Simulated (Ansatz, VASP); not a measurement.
# Cross-check of PtC between VASP and Ansatz, part 2 of 2

Aim: how closely do two programs agree when they are given the same cell, functional and k mesh? The cell is generated by rule, not measured, and may not be a known phase. The cell is taken from a series of runs on this material, whose earlier steps may have relaxed, scaled, displaced or heated it; both programs get it as it stands.

VASP 6.6.1 and Ansatz 0.2.0.

So far. Step 2 (Ansatz: single point, LDA, pair 1): The run ends at a pressure of -0.60 GPa, with forces up to 0.27 eV/Å. Step 3 (VASP: single point, LDA, pair 1): The run ends at a pressure of 0.25 GPa, with forces up to 0.27 eV/Å.

The structure was built from a prototype and need not be the compound's stable phase.

### Step 4. Side by side

Known differences besides the potentials themselves: the data sets hold 132 valence electrons in Ansatz (on its default PAW (the set named soft_2) files) and 84 in VASP; the cutoff is 420 eV in Ansatz and 600 eV in VASP; VASP's log shows a relativistic correction to its local exchange, Ansatz's none. Total energies have different zeros and are not compared.

The two programs side by side:

```csv
quantity,Ansatz,VASP,difference
pressure (GPa),-0.60,0.25,-0.86
```

Forces on 8 of the 12 atoms, those with the largest forces and the largest differences (eV/Å; atoms numbered as in POSCAR):

```csv
atom,"Ansatz x, y, z","VASP x, y, z"
Pt1,"0.000, 0.264, -0.064","0.000, 0.271, -0.033"
Pt2,"0.000, -0.026, 0.202","0.000, -0.032, 0.248"
Pt3,"0.000, -0.195, -0.045","0.000, -0.196, -0.009"
Pt4,"0.000, 0.026, 0.202","0.000, 0.032, 0.248"
Pt5,"0.000, -0.264, -0.064","0.000, -0.271, -0.033"
Pt6,"0.000, 0.195, -0.045","0.000, 0.196, -0.009"
C7,"0.000, 0.010, -0.077","0.000, 0.003, -0.115"
C12,"0.000, -0.021, -0.034","0.000, -0.022, -0.075"
```

The forces differ by 22 meV/Å r.m.s., which is 21.1 % of the r.m.s. force of 0.105 eV/Å (both taken over all components).

### Step 5. Other set-ups

Further runs change the set-up of one program: Ansatz's method, potentials or start, or VASP's data sets, cutoff or form of LDA. The table gives Ansatz less VASP for each quantity, since a change that brings one quantity closer may part another.

```csv
run,r.m.s. force difference (meV/Å),pressure (GPa)
as above,22,-0.86
VASP with the data sets Pt_sv_GW and C,8.4,-0.075
```

### Step 6. VASP: single point, LDA, pair 2

A single point gives forces, pressure and levels at one fixed geometry, so differences don't come from the geometry; what else differs is listed under the comparison.

Input file INCAR:

```
SYSTEM = PtC
PREC = Accurate
ENCUT = 600
EDIFF = 1E-06
NELM = 120
ISMEAR = 1
SIGMA = 0.15
LREAL = .FALSE.
ALGO = Normal
GGA = PW92
NBANDS = 54
LASPH = .TRUE.
LORBIT = 11
LWAVE = .FALSE.
LCHARG = .FALSE.
ISIF = 2
GGA_COMPAT = .FALSE.
KPAR = 2
```

Input file POSCAR:

```
PtC
1.0
   -3.1586945837      0.0000000000      0.0000000000
    0.0000000000      0.0000000000     -5.7777226655
   -1.5793472918     -8.2065292568      0.0000000000
Pt C
6 6
Direct
    0.7830511034      0.0007282324      0.4338977932
    0.4434226387      0.9805431472      0.1131547227
    0.1068595849      0.9965670250      0.7862808302
    0.2232439724      0.4805431472      0.5535120553
    0.8836155076      0.5007282324      0.2327689847
    0.5598070261      0.4965670249      0.8803859478
    0.7716689888      0.6492984928      0.4566620223
    0.4459034842      0.6085143129      0.1081930315
    0.1157606924      0.6393485916      0.7684786151
    0.2207631268      0.1085143129      0.5584737465
    0.8949976222      0.1492984928      0.2100047556
    0.5509059186      0.1393485916      0.8981881628
```

Input file KPOINTS:

```
Automatic mesh
0
Gamma
10 6 10
0 0 0
```

Potentials, in the order of the species: Pt and C (LDA family, release 64).

On the command line:

```bash
mpirun -np 2 vasp_std
```

Numbers of over 12 decimals in the logs are rounded to 6 here.

What it wrote:

```text
[banner, memory and clock lines left out]
running    2 mpi-ranks, on    1 nodes
[...]
[... a notice as in an earlier step ...]

 LDA part: xc-table for (Slater(with rela. corr.)+PW92), standard interpolation
 POSCAR, INCAR and KPOINTS ok, starting setup
[...]
entering main loop
       N       E                     dE             d eps       ncg     rms          rms(c)
DAV:   1     0.533124103079E+03    0.53312E+03   -0.46232E+04 13392   0.167E+03
DAV:   2    -0.709670015246E+02   -0.60409E+03   -0.57402E+03 15200   0.342E+02
DAV:   3    -0.107034204001E+03   -0.36067E+02   -0.34874E+02 15414   0.774E+01
DAV:   4    -0.108053811997E+03   -0.10196E+01   -0.10104E+01 15990   0.135E+01
[...]
DAV:  14    -0.943439868250E+02    0.25264E-05   -0.14082E-05 14598   0.161E-02    0.140E-02
DAV:  15    -0.943439857938E+02    0.10312E-05   -0.22118E-06  9058   0.744E-03    0.579E-03
DAV:  16    -0.943439856513E+02    0.14246E-06   -0.11315E-06  7348   0.500E-03
   1 F= -.94343986E+02 E0= -.94345831E+02  d E =0.553701E-02
```

Parts of OUTCAR (step 6):

```text
  Total       -1.9122767      1.3716083     -1.7397943     -0.0000000      0.0000000      0.0000000
  in kB      -20.4567895     14.6729301    -18.6116402     -0.0000000      0.0000000      0.0000000
  external PRESSURE =      -8.1318332 kB  Pullay stress =       0.0000000 kB

 POSITION                                       TOTAL-FORCE (eV/Angst)
 -----------------------------------------------------------------------------------
     -3.15869     -3.56079     -0.00421        -0.000000      0.311177      0.071528
     -1.57935     -0.92861     -5.66531         0.000000     -0.068663      0.212577
     -1.57935     -6.45264     -5.75789         0.000000     -0.306049      0.051007
     -1.57935     -4.54241     -2.77645        -0.000000      0.068663      0.212577
     -3.15869     -1.91023     -2.89307         0.000000     -0.311177      0.071528
     -3.15869     -7.22491     -2.86903        -0.000000      0.306049      0.051007
     -3.15869     -3.74761     -3.75147        -0.000000      0.044286     -0.113829
     -1.57935     -0.88789     -3.51583        -0.000000      0.095767     -0.121692
     -1.57935     -6.30654     -3.69398         0.000000     -0.049373     -0.099590
     -1.57935     -4.58313     -0.62697         0.000000     -0.095767     -0.121692
     -3.15869     -1.72341     -0.86261         0.000000     -0.044286     -0.113829
     -3.15869     -7.37101     -0.80512        -0.000000      0.049373     -0.099590
 -----------------------------------------------------------------------------------
    total drift:                                0.000006     -0.000010      0.000695

  FREE ENERGIE OF THE ION-ELECTRON SYSTEM (eV)
  ---------------------------------------------------
  free  energy   TOTEN  =       -94.3439856513 eV

  energy  without entropy=      -94.3495226641  energy(sigma->0) =      -94.34583132

[... 2 parts as in an earlier step ...]

[... 1 further part left out ...]
[key lines of the parts left out:]
E-fermi :   9.0716
```

The run ends at a pressure of -0.81 GPa, with forces up to 0.32 eV/Å.

### Step 7. Ansatz: single point, LDA, pair 2

The same cell, functional (in two slightly different forms), mesh and smearing now go to Ansatz, which takes its cutoff from its data sets.

The cell is taken from a series of runs on this material, whose earlier steps may have relaxed, scaled, displaced or heated it; both programs get it as it stands.

Input file input.yaml:

```yaml
crystal:
  lattice:
    - [-3.1586945837, 0.0, 0.0]
    - [0.0, 0.0, -5.7777226655]
    - [-1.5793472918, -8.2065292568, 0.0]
  atoms:
    - { symbol: Pt, position: [0.7830511034, 1.0007283704, 0.4338977932] }
    - { symbol: Pt, position: [0.4434227485, 0.9805431831, 0.113154503] }
    - { symbol: Pt, position: [0.1068596727, 0.9965672173, 0.7862806546] }
    - { symbol: Pt, position: [0.2232440822, 0.4805431114, 0.5535118356] }
    - { symbol: Pt, position: [0.8836155077, 0.5007280945, 0.2327689847] }
    - { symbol: Pt, position: [0.5598071139, 0.4965668326, 0.8803857722] }
    - { symbol: C, position: [0.7716690441, 0.6492987583, 0.4566619117] }
    - { symbol: C, position: [0.4459034194, 0.6085143986, 0.1081931611] }
    - { symbol: C, position: [0.1157606482, 0.6393489802, 0.7684787037] }
    - { symbol: C, position: [0.2207630619, 0.1085142272, 0.5584738761] }
    - { symbol: C, position: [0.8949976775, 0.1492982273, 0.210004645] }
    - { symbol: C, position: [0.5509058743, 0.1393482031, 0.8981882514] }
kpoints:
  mp_grid: { grid: [10, 6, 10] }
hamiltonian:
  xc: lda
scf:
  occupations: { method: methfessel_paxton, width: 0.15 }
output:
  forces: true
  stress: true
  eigenvalues: true
```

On the command line:

```bash
ansatz run input.yaml --threads 4 --pin off --max-ram 7168MiB --backend cpu --events-out ev --progress --plain --runs-dir out
```

What it wrote:

```text
[...]
Crystal: 12 atoms, lattice volume = 149.770 Å³
Basis set: ecut = 420 eV, 2873 PW (Γ)
Bands: 80, of which v1, the nominal top of the filled ones, is band 66 counted from 1 (65 counted from 0)
Symmetry: 4 space group operations
[...]
k-points: 124 of 600 (time reversal used)
[...]
k-point 0: bands = [... 62 lower, 15.0336, 16.2531, 16.6053, 17.9460, 17.9761, 18.5065, 18.5747, 19.3644, ... 10 higher]
  k-point 1: bands = [... 62 lower, 15.0725, 15.9915, 16.8851, 17.6733, 17.9329, 18.2485, 19.0116, 19.3539, ... 10 higher]
  k-point 2: bands = [... 62 lower, 15.0425, 15.7172, 17.0069, 17.4045, 17.5711, 18.5197, 19.0344, 19.5207, ... 10 higher]
  k-point 123: bands = [... 62 lower, 15.0322, 15.0322, 15.4140, 15.4140, 17.0649, 17.0649, 17.2784, 17.2784, ... 10 higher]
[key lines of the parts left out:]
SCF converged after 8 iterations
Free energy (F): -74916.563065 eV
Fermi energy:    16.984949 eV
P = ⅓ Tr σ = -1.6465 GPa (-16.465 kbar)
```

The run ends at a pressure of -1.65 GPa, with forces up to 0.31 eV/Å.

### Step 8. Comparison

What differs besides the data sets and the points named for the pairs above, as far as they apply: the data sets hold 132 valence electrons in Ansatz (on its default PAW (the set named soft_2) files) and 84 in VASP. Total energies have different zeros and are not compared.

Both answers:

```csv
quantity,Ansatz,VASP,difference
pressure (GPa),-1.65,-0.81,-0.83
```

Forces on 8 of the 12 atoms, those with the largest forces and the largest differences (eV/Å; atoms numbered as in POSCAR):

```csv
atom,"Ansatz x, y, z","VASP x, y, z"
Pt1,"0.000, 0.299, 0.049","0.000, 0.311, 0.072"
Pt2,"0.000, -0.058, 0.160","0.000, -0.069, 0.213"
Pt3,"0.000, -0.307, 0.017","0.000, -0.306, 0.051"
Pt4,"0.000, 0.058, 0.160","0.000, 0.069, 0.213"
Pt5,"0.000, -0.299, 0.049","0.000, -0.311, 0.072"
Pt6,"0.000, 0.307, 0.017","0.000, 0.306, 0.051"
C8,"0.000, 0.086, -0.095","0.000, 0.096, -0.122"
C12,"0.000, 0.052, -0.056","0.000, 0.049, -0.100"
```

The forces differ by 22 meV/Å r.m.s., which is 17.4 % of the r.m.s. force of 0.129 eV/Å (both taken over all components).

### Step 9. VASP: single point, LDA, pair 3

A single point gives forces, pressure and levels at one fixed geometry, so differences don't come from the geometry; what else differs is listed under the comparison.

INCAR is that of step 6.

Input file POSCAR:

```
PtC
1.0
   -3.1586945837      0.0000000000      0.0000000000
    0.0000000000      0.0000000000     -5.7777226655
   -1.5793472918     -8.2065292568      0.0000000000
Pt C
6 6
Direct
    0.7860644323      0.0053656079      0.4278711354
    0.4428387497      0.9736461882      0.1143225006
    0.1044301414      0.9988265675      0.7911397172
    0.2238278295      0.4736461882      0.5523443409
    0.8806021469      0.5053656079      0.2387957061
    0.5622364378      0.4988265675      0.8755271243
    0.7681782523      0.6589621032      0.4636434954
    0.4467372213      0.5948726776      0.1065255574
    0.1184175960      0.6433265442      0.7631648079
    0.2199293579      0.0948726777      0.5601412841
    0.8984883269      0.1589621032      0.2030233462
    0.5482489832      0.1433265443      0.9035020336
```

KPOINTS is that of step 6.

On the command line:

```bash
mpirun -np 2 vasp_std
```

What it wrote:

```text
[... set-up lines as in an earlier step ...]
 entering main loop
       N       E                     dE             d eps       ncg     rms          rms(c)
DAV:   1     0.531725998303E+03    0.53173E+03   -0.46215E+04 13392   0.167E+03
DAV:   2    -0.707520368411E+02   -0.60248E+03   -0.57254E+03 15136   0.342E+02
DAV:   3    -0.106983712002E+03   -0.36232E+02   -0.35028E+02 15594   0.773E+01
DAV:   4    -0.108035968961E+03   -0.10523E+01   -0.10431E+01 16126   0.136E+01
[...]
DAV:  13    -0.943249445320E+02    0.47245E-04   -0.16440E-04 15870   0.800E-02    0.507E-02
DAV:  14    -0.943249390374E+02    0.54946E-05   -0.42871E-05 15008   0.300E-02    0.137E-02
DAV:  15    -0.943249383371E+02    0.70037E-06   -0.24071E-06  8968   0.717E-03
   1 F= -.94324938E+02 E0= -.94325443E+02  d E =0.151280E-02
```

From OUTCAR (step 9):

```text
  Total       -4.2367859      1.1396387     -4.7944366     -0.0000000      0.0000000      0.0000000
  in kB      -45.3234807     12.1914098    -51.2890095     -0.0000000      0.0000000      0.0000000
  external PRESSURE =     -28.1403601 kB  Pullay stress =       0.0000000 kB

 POSITION                                       TOTAL-FORCE (eV/Angst)
 -----------------------------------------------------------------------------------
     -3.15869     -3.51134     -0.03100        -0.000000      0.149377      0.377868
     -1.57935     -0.93819     -5.62546         0.000000     -0.103405     -0.140302
     -1.57935     -6.49251     -5.77094         0.000000     -0.291542      0.251827
     -1.57935     -4.53283     -2.73660        -0.000000      0.103405     -0.140302
     -3.15869     -1.95968     -2.91986         0.000000     -0.149377      0.377868
     -3.15869     -7.18504     -2.88208        -0.000000      0.291542      0.251827
     -3.15869     -3.80490     -3.80730        -0.000000      0.271156      0.092526
     -1.57935     -0.87421     -3.43701        -0.000000      0.108629     -0.467305
     -1.57935     -6.26293     -3.71696         0.000000     -0.268786     -0.114613
     -1.57935     -4.59682     -0.54815         0.000000     -0.108629     -0.467305
     -3.15869     -1.66612     -0.91844         0.000000     -0.271156      0.092526
     -3.15869     -7.41462     -0.82810        -0.000000      0.268786     -0.114613
 -----------------------------------------------------------------------------------
    total drift:                                0.000004      0.000000      0.002152

  FREE ENERGIE OF THE ION-ELECTRON SYSTEM (eV)
  ---------------------------------------------------
  free  energy   TOTEN  =       -94.3249383371 eV

  energy  without entropy=      -94.3264511415  energy(sigma->0) =      -94.32544261

[... 2 parts as in an earlier step ...]

[... 1 further part left out ...]
[key lines of the parts left out:]
E-fermi :   9.0806
```

The run ends at a pressure of -2.81 GPa, with forces up to 0.48 eV/Å.

### Step 10. Ansatz: single point, LDA, pair 3

The same cell, functional (in two slightly different forms), mesh and smearing now go to Ansatz, which takes its cutoff from its data sets.

The cell is taken from a series of runs on this material, whose earlier steps may have relaxed, scaled, displaced or heated it; both programs get it as it stands.

Input file input.yaml:

```yaml
crystal:
  lattice:
    - [-3.1586945837, 0.0, 0.0]
    - [0.0, 0.0, -5.7777226655]
    - [-1.5793472918, -8.2065292568, 0.0]
  atoms:
    - { symbol: Pt, position: [0.7860644323, 1.0053658247, 0.4278711354] }
    - { symbol: Pt, position: [0.4428389223, 0.9736462446, 0.1143221554] }
    - { symbol: Pt, position: [0.1044302794, 0.9988268697, 0.7911394413] }
    - { symbol: Pt, position: [0.2238280022, 0.4736461319, 0.5523439957] }
    - { symbol: Pt, position: [0.880602147, 0.5053653911, 0.2387957061] }
    - { symbol: Pt, position: [0.5622365758, 0.4988262653, 0.8755268484] }
    - { symbol: C, position: [0.7681783392, 0.6589625205, 0.4636433216] }
    - { symbol: C, position: [0.4467371194, 0.5948728123, 0.1065257611] }
    - { symbol: C, position: [0.1184175265, 0.6433271548, 0.7631649471] }
    - { symbol: C, position: [0.2199292561, 0.094872543, 0.5601414878] }
    - { symbol: C, position: [0.8984884138, 0.158961686, 0.2030231724] }
    - { symbol: C, position: [0.5482489136, 0.1433259337, 0.9035021728] }
kpoints:
  mp_grid: { grid: [10, 6, 10] }
hamiltonian:
  xc: lda
scf:
  occupations: { method: methfessel_paxton, width: 0.15 }
output:
  forces: true
  stress: true
  eigenvalues: true
```

On the command line:

```bash
ansatz run input.yaml --threads 4 --pin off --max-ram 7168MiB --backend cpu --events-out ev --progress --plain --runs-dir out
```

What it wrote:

```text
[...]
Crystal: 12 atoms, lattice volume = 149.770 Å³
Basis set: ecut = 420 eV, 2873 PW (Γ)
Bands: 80, of which v1, the nominal top of the filled ones, is band 66 counted from 1 (65 counted from 0)
Symmetry: 4 space group operations
[...]
k-points: 124 of 600 (time reversal used)
[...]
k-point 0: bands = [... 62 lower, 15.1583, 16.0763, 16.6048, 17.9018, 17.9543, 18.3050, 18.5191, 19.2154, ... 10 higher]
  k-point 1: bands = [... 62 lower, 15.1717, 15.8798, 16.7861, 17.6478, 17.8921, 18.2039, 18.8143, 19.2385, ... 10 higher]
  k-point 2: bands = [... 62 lower, 15.0888, 15.6687, 16.7730, 17.3840, 17.6795, 18.4578, 18.8549, 19.3956, ... 10 higher]
  k-point 123: bands = [... 62 lower, 14.9946, 14.9946, 15.4626, 15.4626, 17.0558, 17.0558, 17.3321, 17.3321, ... 10 higher]
[key lines of the parts left out:]
SCF converged after 8 iterations
Free energy (F): -74916.534686 eV
Fermi energy:    16.995005 eV
P = ⅓ Tr σ = -3.6311 GPa (-36.311 kbar)
```

The run ends at a pressure of -3.63 GPa, with forces up to 0.46 eV/Å.

### Step 11. Differences

What differs besides the data sets and the points named for the pairs above, as far as they apply: the data sets hold 132 valence electrons in Ansatz (on its default PAW (the set named soft_2) files) and 84 in VASP. Total energies have different zeros and are not compared.

Both answers:

```csv
quantity,Ansatz,VASP,difference
pressure (GPa),-3.63,-2.81,-0.82
```

Forces on 10 of the 12 atoms, those with the largest forces and the largest differences (eV/Å; atoms numbered as in POSCAR):

```csv
atom,"Ansatz x, y, z","VASP x, y, z"
Pt1,"0.000, 0.131, 0.369","0.000, 0.149, 0.378"
Pt2,"0.000, -0.085, -0.196","0.000, -0.103, -0.140"
Pt3,"0.000, -0.293, 0.222","0.000, -0.292, 0.252"
Pt4,"0.000, 0.085, -0.196","0.000, 0.103, -0.140"
Pt5,"0.000, -0.131, 0.369","0.000, -0.149, 0.378"
Pt6,"0.000, 0.293, 0.222","0.000, 0.292, 0.252"
C8,"0.000, 0.095, -0.452","0.000, 0.109, -0.467"
C10,"0.000, -0.095, -0.452","0.000, -0.109, -0.467"
C11,"0.000, -0.290, 0.125","0.000, -0.271, 0.093"
C12,"0.000, 0.271, -0.068","0.000, 0.269, -0.115"
```

The forces differ by 22 meV/Å r.m.s., which is 10.9 % of the r.m.s. force of 0.203 eV/Å (both taken over all components).

### Step 12. Outcome

```json
{
 "r.m.s. force difference (single point, LDA, pair 1)": "22 meV/Å",
 "difference in pressure (single point, LDA, pair 1)": "-0.86 GPa",
 "r.m.s. force difference (single point, LDA, pair 2)": "22 meV/Å",
 "difference in pressure (single point, LDA, pair 2)": "-0.83 GPa",
 "r.m.s. force difference (single point, LDA, pair 3)": "11 % of the r.m.s. force",
 "difference in pressure (single point, LDA, pair 3)": "-0.82 GPa"
}
```

**Reading.** The r.m.s. force difference is 11 % of the r.m.s. force (single point, LDA, pair 3), beyond the 3 % picked in this series as the mark of a large difference. The data sets hold unlike numbers of valence electrons (132 in Ansatz and 84 in VASP), so part of the differences comes from the potentials. Single point, LDA, pair 1, VASP with the data sets Pt_sv_GW and C: r.m.s. force difference goes from 22 to 8.4 meV/Å; the difference in pressure goes from -0.86 to -0.075 GPa. What causes the difference of the single point, LDA, pair 2 pair stays open here. What causes the difference of the single point, LDA, pair 3 pair stays open here. 1 further run of this series is not shown here. How closely two codes agree says nothing of how well the functional describes the real material.

[Lines on the potential files, build, host, timing and source positions are cut from VASP's logs without a mark.]

[Logs are printed without paths, hosts, clocks, repeated set-up lines and the standing remarks that a program may print on its own settings, such as how far it seeks lower states.]

[Hosts, paths, dates, database ids (printed as entryN), source tags and the programs' standing remarks are cut or masked in the printed files.]
